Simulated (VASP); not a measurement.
```yaml
crystal:
  lattice:
    - [0.00000, 1.80281, 1.80281]
    - [1.80281, 0.00000, 1.80281]
    - [1.80281, 1.80281, 0.00000]
  atoms:
    - { symbol: Cu, position: [0.00000, 0.00000, 0.00000] }
```

Computed with rev-vdW-DF2, VASP's PBE PAW potentials (set 64) (plane waves; VASP). Numerical set-up: 520 eV cut-off, 19×19×19 Γ-centred mesh, tetrahedra with Blöchl corrections, potentials Cu.

Problem. The job: Cu (fcc), 1 atom, rev-vdW-DF2, static run, 520 eV, 19×19×19 Γ-centred mesh. Roughly how much core time does it take on a busy server core?

Solution. About 40 core-seconds (one run on a shared machine, a rough figure). It had 220 irreducible k-points, 9 bands, up to 331 plane waves and 13 electronic steps.

The compound is Cu in the fcc structure. It was relaxed first.
